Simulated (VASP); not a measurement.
Calculation: LDA (Ceperley-Alder, Perdew-Zunger), VASP's LDA PAW potentials (set 64) (plane waves; VASP).

The input files of a VASP run:

File KPOINTS:
```
Automatic mesh
0
Gamma
6 6 9
0 0 0
```

INCAR:
```
ALGO = Normal
EDIFF = 1E-6
EDIFFG = -0.02
ENCUT = 620
IBRION = 2
ISIF = 3
ISMEAR = 0
LASPH = .TRUE.
LCHARG = .FALSE.
LREAL = .FALSE.
LWAVE = .FALSE.
NELM = 100
NSW = 40
PREC = Accurate
PSTRESS = 450
SIGMA = 0.05
SYSTEM = SiO2
```

POSCAR:
```
SiO2
1
    3.9844002052    -0.0000000000     0.0000000000
    0.0000000000     3.9844002052     0.0000000000
    0.0000000000     0.0000000000     2.5921210039
Si O
2 4
Direct
  0.0000000000   0.0000000000   0.0000000000
  0.5000000000   0.5000000000   0.5000000000
  0.3023663324   0.3023663324   0.0000000000
  0.8023663324   0.1976336676   0.5000000000
  0.1976336676   0.8023663324   0.5000000000
  0.6976336676   0.6976336676   0.0000000000
```

POTCAR, in this order: Si O (LDA.64 set). Program: vasp_std.

Output of the run:

File OSZICAR:
```
       N       E                     dE             d eps       ncg     rms          rms(c)
DAV:   1     0.183551928267E+03    0.18355E+03   -0.20642E+04  2000   0.181E+03
DAV:   2    -0.497514029027E+02   -0.23330E+03   -0.22520E+03  2616   0.362E+02
DAV:   3    -0.566449533314E+02   -0.68936E+01   -0.68771E+01  2392   0.658E+01
DAV:   4    -0.566950422165E+02   -0.50089E-01   -0.50031E-01  2368   0.634E+00
DAV:   5    -0.566955405526E+02   -0.49834E-03   -0.49826E-03  2328   0.625E-01    0.207E+01
DAV:   6    -0.514937615792E+02    0.52018E+01   -0.19096E+01  2276   0.317E+01    0.102E+01
DAV:   7    -0.513875160939E+02    0.10625E+00   -0.80623E-01  2352   0.600E+00    0.351E+00
DAV:   8    -0.513568958444E+02    0.30620E-01   -0.31733E-02  2312   0.169E+00    0.113E+00
DAV:   9    -0.513520169278E+02    0.48789E-02   -0.67345E-03  2372   0.675E-01    0.229E-01
DAV:  10    -0.513520026430E+02    0.14285E-04   -0.22311E-04  2296   0.120E-01    0.430E-02
DAV:  11    -0.513520043652E+02   -0.17221E-05   -0.83953E-06  2356   0.247E-02    0.143E-02
DAV:  12    -0.513520042096E+02    0.15555E-06   -0.10295E-06  1372   0.918E-03
   1 F= -.39793993E+02 E0= -.39793993E+02  d E =-.397940E+02
```

OUTCAR:
```
------------------------ aborting loop because EDIFF is reached ----------------------------------------
  FORCE on cell =-STRESS in cart. coord.  units (eV):
  Direction    XX          YY          ZZ          XY          YZ          ZX
  --------------------------------------------------------------------------------------
  Total       11.5590899     11.5590899     11.5438322     -0.0000000      0.0000000      0.0000000
  in kB      450.0419979    450.0419979    449.4479536     -0.0000000      0.0000000      0.0000000
  external PRESSURE =      -0.1560169 kB  Pullay stress =     450.0000000 kB
  volume of cell :       41.15
      direct lattice vectors                 reciprocal lattice vectors
     3.984400205  0.000000000  0.000000000     0.250978804  0.000000000  0.000000000
     0.000000000  3.984400205  0.000000000     0.000000000  0.250978804  0.000000000
     0.000000000  0.000000000  2.592121004     0.000000000  0.000000000  0.385784459
 POSITION                                       TOTAL-FORCE (eV/Angst)
 -----------------------------------------------------------------------------------
      0.00000      0.00000      0.00000         0.000000      0.000000     -0.000000
      1.99220      1.99220      1.29606         0.000000      0.000000     -0.000000
      1.20475      1.20475      0.00000        -0.000887     -0.000887     -0.000000
      3.19695      0.78745      1.29606        -0.000887      0.000887      0.000000
      0.78745      3.19695      1.29606         0.000887     -0.000887     -0.000000
      2.77965      2.77965      0.00000         0.000887      0.000887      0.000000
 -----------------------------------------------------------------------------------
    total drift:                                0.000000     -0.000000      0.000000
  FREE ENERGIE OF THE ION-ELECTRON SYSTEM (eV)
  ---------------------------------------------------
  free  energy   TOTEN  =       -51.3520042096 eV

  energy  without entropy=      -51.3520042096  energy(sigma->0) =      -51.35200421
  enthalpy is  TOTEN    =       -39.7939930322 eV   P V=       11.5580111774

 reached required accuracy - stopping structural energy minimisation
```
(Selected blocks of OUTCAR.)

The compound is SiO2 in the rutile structure, stishovite, a high-pressure form. It was relaxed first under an external pressure of 45 GPa.
